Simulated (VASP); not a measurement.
An input for Quantum ESPRESSO's pw.x (written as the equivalent of a VASP run, and not itself run):

```
&CONTROL
  calculation = 'vc-relax'
  pseudo_dir = './pseudo'
  outdir = './out'
  tprnfor = .true.
  tstress = .true.
  nstep = 60
  forc_conv_thr = 0.00078
/
&SYSTEM
  ibrav = 0
  nat = 3
  ntyp = 2
  ecutwfc = 84
  occupations = 'smearing'
  smearing = 'methfessel-paxton'
  degauss = 0.00735
  input_dft = 'vdw-df-ob86'
/
&ELECTRONS
  conv_thr = 7.3e-08
  electron_maxstep = 100
/
&IONS
/
&CELL
/
ATOMIC_SPECIES
  Ti 47.867 Ti.upf
  S 32.060 S.upf
CELL_PARAMETERS angstrom
     1.6906452   -2.9282837    0.0000000
     1.6906452    2.9282837    0.0000000
     0.0000000    0.0000000    5.6989392
ATOMIC_POSITIONS crystal
  Ti   0.0000000  0.0000000  0.0000000
  S    0.3333330  0.6666670  0.2506948
  S    0.6666670  0.3333330  0.7493052
K_POINTS automatic
  9 9 5 0 0 0
```

Q: Write the VASP files for the same calculation (optB86b-vdW).

A: This is not unique; one that fits is 
File KPOINTS:
```
Automatic
0
Gamma
 9 9 5
```

File POSCAR:
```
TiS2
1
    1.6906451508    -2.9282836621     0.0000000000
    1.6906451508     2.9282836621     0.0000000000
    0.0000000000     0.0000000000     5.6989391728
Ti S
1 2
Direct
  0.0000000000   0.0000000000   0.0000000000
  0.3333330000   0.6666670000   0.2506947583
  0.6666670000   0.3333330000   0.7493052417
```

INCAR:
```
SYSTEM  =  TiS2
PREC  =  Accurate; ENCUT  =  520; LREAL  =  .FALSE.
LASPH  =  .TRUE.
EDIFF  =  1E-6; NELM  =  100; ALGO  =  Normal
LMAXMIX  =  4
ISMEAR  =  1; SIGMA  =  0.1
GGA  =  MK; LUSE_VDW  =  .TRUE.; AGGAC  =  0.0
PARAM1  =  0.1234; PARAM2  =  1.0
IBRION  =  2; NSW  =  60; ISIF  =  3
EDIFFG  =  -0.02
LWAVE  =  .FALSE.; LCHARG  =  .FALSE.
```

POTCAR, in this order: Ti_sv S (PBE.64 set). Program: vasp_std.

The two are equivalent in intent, not identical: the potentials are each code's own (VASP's PAW set, PseudoDojo norm-conserving files in pw.x), so ENCUT and ecutwfc are chosen apart and not converted; conv_thr bounds pw.x's estimated SCF error, while EDIFF bounds the energy change between steps; forc_conv_thr acts on force components and is met together with etot_conv_thr.

The compound is TiS2 in the 1T layered structure. It was relaxed first. The start is the result of an earlier pass.
